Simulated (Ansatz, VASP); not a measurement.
Two plane-wave programs on Cd2SO

File INCAR:

```
SYSTEM = Cd2SO
PREC = Accurate ; ENCUT = 600
EDIFF = 1E-6 ; ISMEAR = 0
SIGMA = 0.15 ; LREAL = .False.
LASPH = .True. ; NELM = 80
ALGO = Normal ; ISIF = 3
LWAVE = .False. ; LCHARG = .False.
GGA = PE ; IBRION = 2
NSW = 36 ; EDIFFG = -0.08
```

KPOINTS

```
Automatic mesh
0
Gamma
  4 4 3
  0 0 0
```

Contents of POSCAR:

```
Cd2SO
1.0
    3.7900000000      0.0000000000      0.0000000000
    0.0000000000      3.7900000000      0.0000000000
    0.0000000000      0.0000000000      5.3600000000
Cd S O
2 1 1
Direct
    0.5000000000      0.0000000000      0.7000000000
    0.0000000000      0.5000000000      0.3000000000
    0.0000000000      0.0000000000      0.0000000000
    0.5000000000      0.5000000000      0.5000000000
```

Input for Ansatz:

```yaml
crystal:
  lattice:
    - [3.79, 0.0, 0.0]
    - [0.0, 3.79, 0.0]
    - [0.0, 0.0, 5.36]
  atoms:
    - { symbol: Cd, position: [0.5, 0.0, 0.7] }
    - { symbol: Cd, position: [0.0, 0.5, 0.3] }
    - { symbol: S, position: [0.0, 0.0, 0.0] }
    - { symbol: O, position: [0.5, 0.5, 0.5] }
basis:
  ecutwfc: 420
kpoints:
  mp_grid: { grid: [4, 4, 3] }
hamiltonian:
  xc: pbe
scf:
  occupations: { method: gaussian, width: 0.15 }
  lower_state_search: "off"
output:
  forces: true
  stress: true
  eigenvalues: true
relax:
  adjacent_minimum: "off"
  f_tol: 0.08
  max_steps: 16
  cell: { stress_tol: 0.8 }
```

Alike in both runs: task relaxation of cell and atoms; functional PBE; k mesh 4 × 4 × 3; occupations gaussian, width 0.15 eV; no spin polarisation.

|  | VASP | Ansatz |
| --- | --- | --- |
| version | VASP 6.6.1 | Ansatz 0.2.0 |
| potentials or method | VASP PAW PBE potentials, release 64 (Cd, S, O) | scalar-relativistic, plane waves, PAW |
| plane-wave cutoff (eV) | 600 | 420 |
| valence electrons in the cell | 36 | 52 |

```csv
,VASP,Ansatz,Ansatz less VASP
"gap on the k mesh at the Fermi level, each at its own relaxed structure (eV)",none,none,-
relaxed volume (Å³/atom),21.16,20.95,-0.203
relaxed cell length with the largest relative difference (Å),3.931,3.917,-0.0147
energy change over the relaxation (meV/atom),-51,-42,+8.3
```

A gap of «none» marks a metal or a gap that the smearing closes. The two sets of potentials don't hold the same shells in valence.

Caveats: the k mesh is coarse (spacing up to 0.41 Å⁻¹), so the values aren't converged.
